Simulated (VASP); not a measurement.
Given:

```xyz
5
Lattice="3.9973 0.0000 0.0000 0.0000 3.9973 0.0000 0.0000 0.0000 3.9973" Properties=species:S:1:pos:R:3 pbc="T T T"
K      0.0000     0.0000     0.0000
Mg     1.9986     1.9986     1.9986
F      1.9986     0.0000     1.9986
F      0.0000     1.9986     1.9986
F      1.9986     1.9986     0.0000
```

These are optB86b-vdW, VASP's PBE PAW potentials (set 64) (plane waves; VASP) values and carry that method's errors. Numerical set-up: 520 eV cut-off, Gaussian smearing of 0.050 eV, potentials K_sv Mg F.

Question: Give the energies of bands 8 to 17 at the high-symmetry points, in eV from the valence-band maximum.

Answer: 
```json
[
 {"band": "8", "Γ": "-2.40", "X": "-2.26", "M": "-3.06", "R": "-3.84"},
 {"band": "9", "Γ": "-2.40", "X": "-2.26", "M": "-2.12", "R": "-1.65"},
 {"band": "10", "Γ": "-2.40", "X": "-2.14", "M": "-1.86", "R": "-1.65"},
 {"band": "11", "Γ": "-0.62", "X": "-1.43", "M": "-1.11", "R": "-1.65"},
 {"band": "12", "Γ": "-0.62", "X": "-0.86", "M": "-1.03", "R": "-1.10"},
 {"band": "13", "Γ": "-0.62", "X": "-0.85", "M": "-1.03", "R": "-1.10"},
 {"band": "14", "Γ": "-0.32", "X": "-0.85", "M": "-0.89", "R": "0.00"},
 {"band": "15", "Γ": "-0.32", "X": "-0.53", "M": "-0.89", "R": "0.00"},
 {"band": "16", "Γ": "-0.32", "X": "-0.53", "M": "-0.02", "R": "0.00"},
 {"band": "17", "Γ": "7.31", "X": "10.09", "M": "10.91", "R": "10.45"}
]
```

The gap is indirect, 7.31 eV, from the valence maximum at R to the conduction minimum at Γ.

Measured: gap 12.40 eV (computed value off by -5.09 eV), as given by M. Sahnoun et al., Materials Chemistry and Physics (2004), doi:10.1016/j.matchemphys.2004.11.019.

The compound is KMgF3 in the cubic perovskite structure. It was relaxed first.
